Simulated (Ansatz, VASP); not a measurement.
# NaHgF3 in VASP and in Ansatz

```xyz
5
Lattice="4.4988 0.0000 0.0000 0.0000 4.4988 0.0000 0.0000 0.0000 4.4988" Properties=species:S:1:pos:R:3 pbc="T T T"
Na    0.0000    0.0000    0.0000
Hg    2.2494    2.2494    2.2494
F     2.2494    2.2494    0.0000
F     2.2494    0.0000    2.2494
F     0.0000    2.2494    2.2494
```

The cell was built by a generator and needn't be a form met in nature.

Alike in both runs: task single point; functional PBE; k mesh 6 × 6 × 6; occupations fermi-dirac, width 0.02 eV; no spin polarisation.

|  | VASP | Ansatz |
| --- | --- | --- |
| version | VASP 6.6.1 | Ansatz 0.2.0 |
| potentials or method | VASP PAW PBE potentials, release 64 (Na_pv, Hg, F) | plane waves, PAW |
| plane-wave cutoff (eV) | 520 | 420 |
| valence electrons in the cell | 40 | 50 |

Ansatz gave:

```
pressure (GPa) : 2.3
```

Problem. Which values does VASP return?

Solution. Pressure (GPa): 2.7.

The two sets of potentials don't hold the same shells in valence.
